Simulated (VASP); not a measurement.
An input for Ansatz (written as the equivalent of a VASP run, and not itself run):

Ansatz 0.2 input:
```yaml
crystal:
  lattice:
    - [0.0000000, 2.2448378, 2.2448378]
    - [2.2448378, 0.0000000, 2.2448378]
    - [2.2448378, 2.2448378, 0.0000000]
  atoms:
    - { symbol: B, position: [0.0000000, 0.0000000, 0.0000000] }
    - { symbol: P, position: [0.2500000, 0.2500000, 0.2500000] }
kpoints:
  mp_grid: { grid: [9, 9, 9] }
hamiltonian:
  xc: lda
  pseudopotentials: { kind: paw }
scf:
  occupations: { method: gaussian, width: 0.05 }
  max_iter: 100
relax:
  max_steps: 60
  f_tol: 0.01
  cell: {}
output: { forces: true, stress: true, eigenvalues: true }
```

Question: Write the VASP files for the same calculation (LDA).

Answer: This is not unique; one that fits is 
### INCAR
```
SYSTEM  =  BP
PREC  =  Accurate; ENCUT  =  520; LREAL  =  F
LASPH  =  T
EDIFF  =  1E-6; NELM  =  100; ALGO  =  Normal
ISMEAR  =  0; SIGMA  =  0.05
IBRION  =  2; NSW  =  60; ISIF  =  3
EDIFFG  =  -0.01
LWAVE  =  F; LCHARG  =  F
```

File KPOINTS:
```
Automatic mesh
0
gamma
  9 9 9
0 0 0
```

### POSCAR
```
BP
1.0
  0.0000000000   2.2448377509   2.2448377509
  2.2448377509   0.0000000000   2.2448377509
  2.2448377509   2.2448377509   0.0000000000
B P
1 1
Cart
  0.0000000000   0.0000000000   0.0000000000
  1.1224188754   1.1224188754   1.1224188754
```

POTCAR, in this order: B P (LDA.64 set). Program: vasp_std.

The two are equivalent in intent, not identical: each code has its own PAW files, so the cut-off isn't converted (ENCUT is set for VASP's; basis.ecutwfc is left out, and Ansatz then takes the one that its files recommend); Ansatz stops its SCF on the density residual and VASP on the energy change (EDIFF); Ansatz's lda is the Perdew-Wang form, while the LDA potentials of VASP carry Perdew-Zunger's.

The compound is BP in the zinc blende structure. It was relaxed first. The start is the result of an earlier pass.
